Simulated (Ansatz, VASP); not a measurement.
## SrGeC: VASP beside Ansatz

Aim: how closely do two programs agree when they are given the same cell, functional and k mesh? The cell is invented: As first built, before any earlier steps moved the atoms (in the runner's words): it takes the SrSiGe structure with some of its atoms replaced by other elements, volume scaled by an estimate. It may not be a known or stable phase. The cell is taken from a series of VASP runs on this material, whose earlier steps may have relaxed, scaled or displaced it; both programs get it as it stands.

Program: Ansatz 0.2.0. Level of theory: plane waves, with VASP 6.6.1 beside it; relaxation of cell and atoms at BLYP. Results are calculated unless marked as measured.

## (1) Starting point

It takes space group P1 (No. 1, triclinic). The conventional cell has a = 3.374 Å, b = 4.214 Å, c = 5.123 Å, α = 95.31°, β = 90.44°, γ = 113.41°. Nearest to Sr lie 3 C at 2.68 to 2.80 Å. Nearest to Ge lie 2 C at 2.04 Å. Nearest to C lie 2 Ge at 2.04 Å and 3 Sr at 2.68 to 2.80 Å. As first built, before any earlier steps moved the atoms (in the runner's words): sites of the SrSiGe structure (space group 187) filled with other elements, volume scaled by an estimate. Farther neighbours are not listed.

## (2) Ansatz: relaxation of cell and atoms, BLYP

Ansatz runs on its default PAW (the set named soft_2) files.

The relaxed volume is the usual yardstick between codes: its relative difference is about their pressure difference at one cell divided by the bulk modulus.

input.yaml

```yaml
crystal:
  lattice:
    - [3.3730588143, -0.0457065981, -0.0309287986]
    - [-1.6442239679, 3.8816435459, 0.2693264257]
    - [0.0105533315, 0.1982390978, 5.1192199448]
  atoms:
    - { symbol: Sr, position: [0.6703451797, 0.3397674153, 0.9296102585] }
    - { symbol: Ge, position: [0.9464249445, 0.9015636565, 0.4326727759] }
    - { symbol: C, position: [0.3784948758, 0.7614719281, 0.6420569657] }
hamiltonian:
  xc: blyp
  pseudopotentials: { kind: paw }
kpoints:
  mp_grid: { grid: [7, 6, 5] }
scf:
  occupations: { method: fermi_dirac, width: 0.05 }
relax:
  f_tol: 0.01
  max_steps: 60
  cell: { stress_tol: 0.05 }
output:
  forces: true
  stress: true
  write_density: true
  write_potential: true
  elf: true
  volumetric_format: npy
```

Started as:

```console
ansatz run input.yaml --threads 4 --pin off --max-ram 9216MiB --backend cpu --events-out ev --progress --plain --runs-dir out
```

Numbers of over 12 decimals in the logs are rounded to 6 here.

The program printed:

```text
Engine: ansatz 0.2.0, x86_64-unknown-linux-gnu
Pseudopotentials: kind: paw
Pseudopotential: Sr, paw, valence charge 10, recommended cutoff 420 eV (normal), Sr.paw.azcp
Pseudopotential: Ge, paw, valence charge 14, recommended cutoff 420 eV (normal), Ge.paw.azcp
Pseudopotential: C, paw, valence charge 4, recommended cutoff 420 eV (normal), C.paw.azcp
Functional definition: BLYP
  parameter beta = 0.0042
  parameter a = 0.04918
  parameter b = 0.132
  parameter c = 0.2533
  parameter d = 0.349
  exchange = b88_x(beta = beta)
  correlation = lyp_c(a = a, b = b, c = c, d = d)
Crystal: 3 atoms, lattice volume = 66.472 Å³
Basis set: ecut = 420 eV, 1301 PW (Γ), exchange–correlation on 48×60×72 points (8 copies of the dense FFT grid, shifted against one another)
Bands: 18, of which v1, the nominal top of the filled ones, is band 14 counted from 1 (13 counted from 0)
Symmetry: 1 space group operations
Space group: P1 (ITA 1), of the structure as read, at distance tolerance 4.1e-5 Å
k-points: 106 of 210 (time reversal used)
Non-local potential: Sr, projectors of the file, l = 0: 3, l = 1: 2, l = 2: 2
Non-local potential: Ge, projectors of the file, l = 0: 2, l = 1: 2, l = 2: 3, l = 3: 1
Non-local potential: C, projectors of the file, l = 0: 2, l = 1: 2, l = 2: 1
PAW form: soft (Blöchl's): semilocal exchange-correlation on the pseudo side does not see the compensation charge
PAW frozen core: Sr, regenerated for the run's functional, and the local potential with it (the file was generated under x = pbe(κ = 0.804, μ = 0.219515), c = pbe(β = 0.066725))
PAW frozen core: Ge, regenerated for the run's functional, and the local potential with it (the file was generated under x = pbe(κ = 0.804, μ = 0.219515), c = pbe(β = 0.066725))
PAW frozen core: C, regenerated for the run's functional, and the local potential with it (the file was generated under x = pbe(κ = 0.804, μ = 0.219515), c = pbe(β = 0.066725))
PAW one-centre angular grid: Sr, 110 points (default); XC on 64 Gauss nodes
PAW one-centre angular grid: Ge, 590 points (default); XC on 64 Gauss nodes
PAW one-centre angular grid: C, 110 points (default); XC on 64 Gauss nodes
Initial density: superposition of atomic densities (neutral atoms: chi_scale 0, normalization atom), corrected by the library's trained network
Initial wavefunctions: pseudopotential atomic-orbital guess
Functional: x = b88, c = lyp
SCF iter   1: F=—  HF=-8113.006103 eV  |F-HF|=—  |Δ(HF+E_count)|=         —  Δρ=1.29e-2  dr2=1.49e-1  ethr=1.77e-3  ⟨swp⟩=7.2  Hψ=11698  notcnv=0
preconditioner: auto → none  [insulator: Δε(μ)=0.211 eV  Ē_g=12.356 eV  σ=0.050 eV  W_gap=0.78  n_scr=16 (ndim 8)  ℏωp=18.2 eV  f_vac=0.000  D(μ)=0.09/eV (n_scr^D=0)  ε∞_Penn≈3.2]
SCF iter   2: F=—  HF=-8112.976271 eV  |F-HF|=—  |Δ(HF+E_count)|=   2.98e-2  Δρ=3.09e-3  dr2=6.18e-3  ethr=5.34e-4  ⟨swp⟩=2.0  Hψ=3260  notcnv=0
SCF iter   3: F=—  HF=-8112.975197 eV  |F-HF|=—  |Δ(HF+E_count)|=   1.07e-3  Δρ=1.09e-3  dr2=8.91e-4  ethr=2.21e-5  ⟨swp⟩=2.0  Hψ=3562  notcnv=0
SCF iter   4: F=—  HF=-8112.975128 eV  |F-HF|=—  |Δ(HF+E_count)|=   6.81e-5  Δρ=3.60e-4  dr2=5.28e-5  ethr=3.18e-6  ⟨swp⟩=2.1  Hψ=3215  notcnv=0
SCF iter   5: F=—  HF=-8112.975174 eV  |F-HF|=—  |Δ(HF+E_count)|=   4.53e-5  Δρ=8.01e-5  dr2=3.48e-6  ethr=1.88e-7  ⟨swp⟩=2.4  Hψ=3336  notcnv=0
SCF iter   6: F=—  HF=-8112.975177 eV  |F-HF|=—  |Δ(HF+E_count)|=   3.74e-6  Δρ=2.02e-5  dr2=3.18e-7  ethr=1.24e-8  ⟨swp⟩=3.0  Hψ=3500  notcnv=0
SCF iter   7: F=-8112.975178 eV  HF=-8112.975178 eV  |F-HF|=1.43e-8  |Δ(HF+E_count)|=   3.40e-7  Δρ=5.27e-6  dr2=2.14e-8  ethr=3.57e-10  ⟨swp⟩=10.0  Hψ=13504  notcnv=0
SCF 1 converged in 7 iterations: F = -8112.975178 eV  dr2 = 2.14e-8
  greatest PAW one-centre occupation: 0.998 electrons in one spin orbital (limit 2), on the Ge atom at site 1 (counted from 0), in its partial waves of l = 2
relax step   1: F+E_penalty+E_count = -8112.97517782 eV  Δ(F+E_penalty+E_count) = +0.000e0 eV  max|allowed force component| = 5.935e-2 eV/Å  Δτ_max = 0.0000 Å  P = +0.028 GPa  Ω = 66.472 Å³  (7 SCF iters, dr2 threshold 1.00e-7 eV, accepted)
[...]
relax step   2: F+E_penalty+E_count = -8112.97471371 eV  Δ(F+E_penalty+E_count) = +4.641e-4 eV  max|allowed force component| = 7.452e-2 eV/Å  Δτ_max = 0.0298 Å  P = -0.140 GPa  Ω = 67.299 Å³  energy of the carried Pulay correction = -5.301e-4 eV  (7 SCF iters, dr2 threshold 3.00e-7 eV, accepted)
[...]
relax step   3: F+E_penalty+E_count = -8112.97651880 eV  Δ(F+E_penalty+E_count) = -1.805e-3 eV  max|allowed force component| = 4.593e-2 eV/Å  Δτ_max = 0.0181 Å  P = -0.067 GPa  Ω = 66.916 Å³  energy of the carried Pulay correction = -2.855e-4 eV  (7 SCF iters, dr2 threshold 3.00e-7 eV, accepted)
[...]
relax step   4: F+E_penalty+E_count = -8112.97666154 eV  Δ(F+E_penalty+E_count) = -1.427e-4 eV  max|allowed force component| = 1.644e-2 eV/Å  Δτ_max = 0.0036 Å  P = +0.021 GPa  Ω = 66.844 Å³  energy of the carried Pulay correction = -2.390e-4 eV  (5 SCF iters, dr2 threshold 1.47e-7 eV, accepted)
[...]
relax step   5: F+E_penalty+E_count = -8112.97674040 eV  Δ(F+E_penalty+E_count) = -7.886e-5 eV  max|allowed force component| = 9.199e-3 eV/Å  Δτ_max = 0.0033 Å  P = -0.017 GPa  Ω = 66.884 Å³  energy of the carried Pulay correction = -2.649e-4 eV  (5 SCF iters, dr2 threshold 6.94e-8 eV, accepted)
[...]
relax step   6: F+E_penalty+E_count = -8112.97675798 eV  Δ(F+E_penalty+E_count) = -1.759e-5 eV  max|allowed force component| = 2.995e-3 eV/Å  Δτ_max = 0.0011 Å  P = -0.001 GPa  Ω = 66.892 Å³  energy of the carried Pulay correction = -2.701e-4 eV  (6 SCF iters, dr2 threshold 8.12e-9 eV, accepted)
[...]
relax step   7: F+E_penalty+E_count = -8112.97703709 eV  Δ(F+E_penalty+E_count) = -2.791e-4 eV  max|allowed force component| = 3.032e-3 eV/Å  Δτ_max = 0.0000 Å  P = +0.004 GPa  Ω = 66.892 Å³  stress off target by 2.00e-2 GPa  SCF on the basis re-selected at this cell (its energy is not comparable with the rows above)  (7 SCF iters)
basis re-selected at this cell: Δ(F+E_penalty+E_count) = -2.791e-4 eV, ΔP = +0.005 GPa vs the last step (what re-selecting the basis moved, of the pressure what is left beyond the Pulay correction that the steps carried, after the strain that the cell walked since its last selection, with what the two solves' SCF thresholds leave and, on support functions, any second-order correction that the steps lacked; it is no m [...]
SCF converged after 7 iterations
Free energy (F): -8112.977037 eV
Harris-Foulkes:  -8112.977037 eV  (|F-HF|=2.73e-12)
Internal energy: -8112.975018 eV  (E = F + TS)
E sigma→0 (E₀):  -8112.976028 eV
Entropy (-TS):   -0.002019 eV (-0.673 meV/atom)
Fermi energy:    8.444508 eV
--- Per-component energies (eV) ---
  E_band       = -230.777869
  E_kinetic    = 442.150967
  E_local      = -3367.205279  (includes V_loc(G=0)·N_el)
  E_nonlocal   = 644.587463
  E_hartree    = 1343.372819
  E_xc         = -292.362896
  E_vxc        = -278.837085  (∫ρ·V_xc dr)
  E_paw        = -4840.286181  (= ΣΔE_a)
  E_vpaw       = -358.219764  (= ΣTr[D̂ρ^β])
  E_aug_tail   = 0.000268  (compensation charges beyond the density's cutoff)
  E_ewald      = -2043.419366
  E_core_change = 0.187185  (= ΣΔE_core)
  E_smearing   = -0.002019  (= −TS)
  E_closure    = 0.000000  (closes the sum)
  Σ components = -8112.977037   (vs F -8112.977037, Δ=0.00e0)
--- Forces (eV/Å), atoms counted from 1 ---
  atom   1  Sr    -0.00053325     0.00114123    -0.00017648
  atom   2  Ge     0.00303234     0.00071391     0.00057047
  atom   3  C     -0.00249928    -0.00185418    -0.00039748
  max |Σ_I F_I| component: 3.49e-6 eV/Å
--- Stress (GPa, compression-positive) ---
       -0.002101       0.010673       0.002733
        0.010673       0.014224       0.001888
        0.002733       0.001888       0.001257
  P = ⅓ Tr σ = 0.0045 GPa (0.045 kbar)
--- Band table (eV; the first three rows and the last of 106) ---
  k-point 0: bands = [... 10 lower, 3.3476, 6.4973, 6.5653, 6.6890, 9.2660, 11.1451, 11.7373, 11.9833]
  k-point 1: bands = [... 10 lower, 2.9498, 6.4928, 6.5973, 7.1481, 9.5779, 11.0171, 11.5554, 12.1247]
  k-point 2: bands = [... 10 lower, 2.4275, 6.3311, 6.6507, 8.1944, 9.7902, 10.7541, 11.2634, 12.5686]
  k-point 105: bands = [... 10 lower, 0.5458, 5.5086, 6.5252, 7.5070, 8.8099, 11.0063, 11.5157, 11.7289]
--- Relaxed structure (6 steps of the walk, 6 accepted, 1 SCFs on fresh bases) ---
  F+E_penalty+E_count = -8112.97703709 eV   max|allowed force component| = 3.032e-3 eV/Å   (the final SCF, on the basis selected at the relaxed cell)
  cell:  # Å, volume = 66.8922 Å³
    - [3.365887, -0.043397, -0.020410]
    - [-1.636814, 3.908365, 0.275177]
    - [0.026912, 0.213734, 5.126933]
  atoms:
    - { symbol: Sr, position: [0.667610, 0.338817, 0.928491] }
    - { symbol: Ge, position: [0.950068, 0.904514, 0.434222] }
    - { symbol: C, position: [0.377587, 0.759472, 0.641628] }
```

Elapsed: 16 s, on 4 threads of Intel Xeon Platinum 8559C (Emerald Rapids), shared host; peak memory 0.54 GiB.

## (3) VASP: relaxation of cell and atoms, BLYP

The same cell, functional (in two slightly different forms), mesh and smearing now go to VASP, with its own data sets and cutoff.

Lines of VASP's logs that name or quote its potential files are left out, and so is its time.

INCAR

```
SYSTEM = SrGeC
PREC = Accurate
ENCUT = 520
EDIFF = 1E-06
NELM = 100
ISMEAR = -1
SIGMA = 0.05
LREAL = .FALSE.
ALGO = Normal
GGA = B5
ALDAX = 1
AGGAX = 1
AGGAC = 1
ALDAC = 0
NBANDS = 20
LORBIT = 11
LWAVE = .FALSE.
LCHARG = .FALSE.
IBRION = 2
NSW = 60
ISIF = 3
EDIFFG = -0.01
```

POSCAR

```
SrGeC
1.0
    3.3730588143     -0.0457065981     -0.0309287986
   -1.6442239679      3.8816435459      0.2693264257
    0.0105533315      0.1982390978      5.1192199448
Sr Ge C
1 1 1
Direct
    0.6703451797      0.3397674153      0.9296102585
    0.9464249445      0.9015636565      0.4326727759
    0.3784948758      0.7614719281      0.6420569657
```

KPOINTS

```
Automatic mesh
0
Gamma
7 6 5
0 0 0
```

PAW data sets: Sr_sv, Ge_d and C (PBE family, release 64).

Started as:

```console
mpirun -np 1 vasp_std
```

The program printed:

```text
[banner, memory and clock lines left out]
running    1 mpi-ranks, on    1 nodes
 distrk:  each k-point on    1 cores,    1 groups
 distr:  one band on    1 cores,    1 groups

 POSCAR found type information on POSCAR SrGeC
 POSCAR found :  3 types and       3 ions
|                                                                             |
|               ----> ADVICE to this user running VASP <----                  |
|                                                                             |
|     You enforced a specific xc type in the INCAR file but a different       |
|     [... a line on the potential file left out ...]
|     I HOPE YOU KNOW WHAT YOU ARE DOING!                                     |
|                                                                             |

 LDA part: xc-table for (Slater(with rela. corr.)+VWN5), standard interpolation
 POSCAR, INCAR and KPOINTS ok, starting setup
 FFT: planning ... GRIDC
 FFT: planning ... GRID_SOFT
 FFT: planning ... GRID
 WAVECAR not read
 entering main loop
       N       E                     dE             d eps       ncg     rms          rms(c)
DAV:   1     0.233755065382E+03    0.23376E+03   -0.14085E+04  4836   0.255E+03
DAV:   2     0.167716046870E+02   -0.21698E+03   -0.20841E+03  4428   0.637E+02
DAV:   3    -0.131642797161E+02   -0.29936E+02   -0.29541E+02  5092   0.139E+02
DAV:   4    -0.156586775352E+02   -0.24944E+01   -0.24877E+01  7392   0.351E+01
DAV:   5    -0.157056503452E+02   -0.46973E-01   -0.46948E-01  5404   0.407E+00    0.172E+01
DAV:   6    -0.130733850951E+02    0.26323E+01   -0.28767E+01  5808   0.216E+01    0.134E+01
DAV:   7    -0.127828323284E+02    0.29055E+00   -0.23014E+00  5268   0.671E+00    0.847E+00
DAV:   8    -0.127853554188E+02   -0.25231E-02   -0.47564E-01  5624   0.385E+00    0.107E+00
DAV:   9    -0.127698313834E+02    0.15524E-01   -0.83171E-02  6408   0.145E+00    0.332E-01
DAV:  10    -0.127705323123E+02   -0.70093E-03   -0.61742E-03  4984   0.490E-01    0.109E-01
DAV:  11    -0.127707408740E+02   -0.20856E-03   -0.48058E-04  5764   0.127E-01    0.493E-02
DAV:  12    -0.127707531735E+02   -0.12299E-04   -0.51518E-05  5028   0.624E-02    0.164E-02
DAV:  13    -0.127707562197E+02   -0.30462E-05   -0.13638E-05  5456   0.247E-02    0.404E-03
DAV:  14    -0.127707566604E+02   -0.44068E-06   -0.11621E-06  3964   0.899E-03
   1 F= -.12770757E+02 E0= -.12769749E+02  d E =-.127708E+02
[... from here on, the cycles between the ionic steps are left out ...]
   2 F= -.12771921E+02 E0= -.12770963E+02  d E =-.116447E-02
   3 F= -.12771951E+02 E0= -.12770999E+02  d E =-.119418E-02
   4 F= -.12772557E+02 E0= -.12771564E+02  d E =-.606410E-03
   5 F= -.12772612E+02 E0= -.12771604E+02  d E =-.661408E-03
   6 F= -.12772871E+02 E0= -.12771839E+02  d E =-.258386E-03
   7 F= -.12772911E+02 E0= -.12771863E+02  d E =-.298973E-03
   8 F= -.12772913E+02 E0= -.12771867E+02  d E =-.301069E-03
 curvature:  -1.41 expect dE=-0.103E-03 dE for cont linesearch -0.224E-07
 trial: gam= 0.19317 g(F)=  0.518E-04 g(S)=  0.211E-04 ort = 0.296E-05 (trialstep = 0.125E+01)
 search vector abs. value=  0.947E-04
 bond charge predicted
       N       E                     dE             d eps       ncg     rms          rms(c)
DAV:   1    -0.127729894722E+02   -0.76192E-04   -0.21207E-02  4396   0.114E+00    0.583E-02
DAV:   2    -0.127729826091E+02    0.68631E-05   -0.40514E-04  5696   0.214E-01    0.341E-02
DAV:   3    -0.127729641948E+02    0.18414E-04   -0.32483E-05  6780   0.728E-02    0.100E-02
DAV:   4    -0.127729634757E+02    0.71917E-06   -0.49602E-06  5712   0.203E-02
   9 F= -.12772963E+02 E0= -.12771935E+02  d E =-.501575E-04
 trial-energy change:   -0.000050  1 .order   -0.000048   -0.000092   -0.000004
 step:   1.3026(harm=  1.3026)  dis= 0.00155  next Energy=   -12.772961 (dE=-0.479E-04)
 reached required accuracy - stopping structural energy minimisation
```

(Continued in part 2 of 2.)

[Lines on the potential files, build, host, timing and source positions are cut from VASP's logs without a mark.]

[Logs are printed without paths, hosts, clocks, repeated set-up lines and the standing remarks that a program may print on its own settings, such as how far it seeks lower states.]

[Hosts, paths, dates, database ids (printed as entryN), source tags and the programs' standing remarks are cut or masked in the printed files.]
